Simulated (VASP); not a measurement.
These are PBEsol GGA, VASP's PBE PAW potentials (set 64) (plane waves; VASP) values and carry that method's errors.

VASP ran on this input.

POSCAR:
```
BN
1
    0.0000000000     1.8216434983     1.8216434983
    1.8216434983     0.0000000000     1.8216434983
    1.8216434983     1.8216434983     0.0000000000
B N
1 1
Direct
  0.0000000000   0.0000000000   0.0000000000
  0.2500000000   0.2500000000   0.2500000000
```

### KPOINTS
```
Regular mesh
0
Gamma
 12 12 12
```

INCAR:
```
! general
SYSTEM = BN
PREC   = Accurate
ENCUT  = 520   ! plane-wave cut-off (eV)
LREAL  = .FALSE.   ! projection in real space or not
LASPH  = .TRUE.

! electronic loop
EDIFF  = 1E-7   ! SCF stop (eV)
NELM   = 100
ALGO   = Normal   ! blocked Davidson

! smearing
ISMEAR = 0
SIGMA  = 0.05   ! width (eV)

! functional
GGA    = PS

! ions
ISIF   = 2

! output
LWAVE  = .FALSE.
LCHARG = .FALSE.
```

POTCAR, in this order: B N (PBE.64 set). Program: vasp_std.

What VASP printed:

### OSZICAR
```
       N       E                     dE             d eps       ncg     rms          rms(c)
DAV:   1     0.609629206093E+01    0.60963E+01   -0.51047E+03  1224   0.984E+02
DAV:   2    -0.190561108660E+02   -0.25152E+02   -0.24233E+02  1544   0.166E+02
DAV:   3    -0.192441466753E+02   -0.18804E+00   -0.18804E+00  1352   0.177E+01
DAV:   4    -0.192443241331E+02   -0.17746E-03   -0.17746E-03  1584   0.468E-01
DAV:   5    -0.192443241878E+02   -0.54650E-07   -0.54650E-07  1288   0.669E-03    0.642E+00
DAV:   6    -0.184329721001E+02    0.81135E+00   -0.31619E+00  1472   0.128E+01    0.319E+00
DAV:   7    -0.183554057336E+02    0.77566E-01   -0.85372E-02  1480   0.275E+00    0.184E+00
DAV:   8    -0.183353272534E+02    0.20078E-01   -0.39435E-02  1328   0.164E+00    0.166E-01
DAV:   9    -0.183353366500E+02   -0.93966E-05   -0.42865E-04  1168   0.223E-01    0.713E-02
DAV:  10    -0.183353542654E+02   -0.17615E-04   -0.74579E-05  1640   0.882E-02    0.129E-02
DAV:  11    -0.183353558970E+02   -0.16316E-05   -0.37640E-06  1352   0.169E-02    0.555E-03
DAV:  12    -0.183353558740E+02    0.23005E-07   -0.10132E-06  1360   0.795E-03    0.254E-04
DAV:  13    -0.183353558871E+02   -0.13091E-07   -0.13285E-08   576   0.138E-03
   1 F= -.18335356E+02 E0= -.18335356E+02  d E =-.461188E-18
```

File OUTCAR:
```
------------------------ aborting loop because EDIFF is reached ----------------------------------------
  FORCE on cell =-STRESS in cart. coord.  units (eV):
  Direction    XX          YY          ZZ          XY          YZ          ZX
  --------------------------------------------------------------------------------------
  Total       -0.8174213     -0.8174213     -0.8174213     -0.0000000      0.0000000      0.0000000
  in kB     -108.3269152   -108.3269152   -108.3269152     -0.0000000      0.0000000      0.0000000
  external PRESSURE =    -108.3269152 kB  Pullay stress =       0.0000000 kB
  volume of cell :       12.09
      direct lattice vectors                 reciprocal lattice vectors
     0.000000000  1.821643498  1.821643498    -0.274477416  0.274477416  0.274477416
     1.821643498  0.000000000  1.821643498     0.274477416 -0.274477416  0.274477416
     1.821643498  1.821643498  0.000000000     0.274477416  0.274477416 -0.274477416
  FREE ENERGIE OF THE ION-ELECTRON SYSTEM (eV)
  ---------------------------------------------------
  free  energy   TOTEN  =       -18.3353558871 eV

  energy  without entropy=      -18.3353558871  energy(sigma->0) =      -18.33535589
```
(Selected blocks of OUTCAR.)

The compound is BN in the zinc blende structure. This cell is one point of a volume scan, at 1.03 of the reference volume.
